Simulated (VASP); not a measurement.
Energy against volume of Si (diamond). Calculation: revTPSS meta-GGA, VASP's PBE PAW potentials (set 64) (plane waves; VASP).

```
V (Å³/atom)  E (eV/atom)
-----------  -----------
18.903          -6.68991
19.506          -6.70800
20.109          -6.71360
20.712          -6.70855
21.316          -6.69441
```

Task: Fit a third-order Birch-Murnaghan equation of state.

Result: 
```json
{
 "volume_per_atom": "20.11 Å^3/atom",
 "bulk_modulus": "94.1 GPa",
 "pressure_derivative_of_the_bulk_modulus": "4.27",
 "lattice_constant_a": "5.439 Å"
}
```

Measured: bulk modulus 101 GPa at 0 K (computed value off by -6.7 %), as given by Jianwei Sun et al., Physical Review B (2011), doi:10.1103/physrevb.84.035117 [0 K value with zero-point phonon effects removed]; a 5.421 Å at 0 K (computed value off by +0.3 %), as given by Daniel Mejia-Rodriguez et al., Physical Review B (2018), arXiv:1807.09216 [static lattice: zero-point anharmonic expansion removed].

The compound is Si in the diamond structure. It was relaxed first.
